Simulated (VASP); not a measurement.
Input:

```xyz
2
Lattice="1.5639 -2.7088 0.0000 1.5639 2.7088 0.0000 0.0000 0.0000 5.0625" Properties=species:S:1:pos:R:3 pbc="T T T"
Mg     1.5639     0.9029     1.2656
Mg     1.5639    -0.9029     3.7969
```

Method: LDA (Ceperley-Alder, Perdew-Zunger), VASP's LDA PAW potentials (set 64) (plane waves; VASP). Run with 500 eV cut-off, 13×13×7 Γ-centred mesh, first-order Methfessel-Paxton smearing of 0.10 eV, potentials Mg.

Question: What does the run give for the energy per atom (σ→0), band gap (on the k-mesh) with the smallest direct gap where there is one?

Answer: 
```json
{
  "band gap (on the k-mesh)": "none (metal, semimetal or under 0.01 eV)",
  "energy per atom (σ→0)": "-1.805 eV/atom"
}
```

Only differences to runs with the same potentials and settings are physical.

The compound is Mg in the hcp structure. It was relaxed first, which changed the volume by -8 %.
